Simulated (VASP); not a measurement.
Input:

```
CELL_PARAMETERS angstrom
      0.00000     2.97386     2.97386
      2.97386     0.00000     2.97386
      2.97386     2.97386     0.00000
ATOMIC_POSITIONS crystal
  Pb 0.00000 0.00000 0.00000
  S  0.50000 0.50000 0.50000
```

All values below come from PBE GGA, VASP's PBE PAW potentials (set 64) (plane waves; VASP). Numerical set-up: 300 eV cut-off, 8×8×8 Γ-centred mesh, Gaussian smearing of 0.020 eV, potentials Pb_d S.

At this cut-off the stress carries a Pulay error, which pulls relaxed volumes low. Unless said otherwise, spin-orbit coupling is left out, though it shifts the bands of the heavy elements here.

Problem. Predict the energy per atom (σ→0), pressure, band gap (on the k-mesh) with the smallest direct gap where there is one.

Solution. 
* **band gap (on the k-mesh)**: 0.39 eV
* **smallest direct gap (on the k-mesh)**: 0.39 eV
* **energy per atom (σ→0)**: -4.379 eV/atom
* **pressure**: 1.18 GPa

The absolute energy has meaning only against runs of the same code, potentials and settings.

The structure is a typed PbS crystal. The cell was not relaxed at this level.
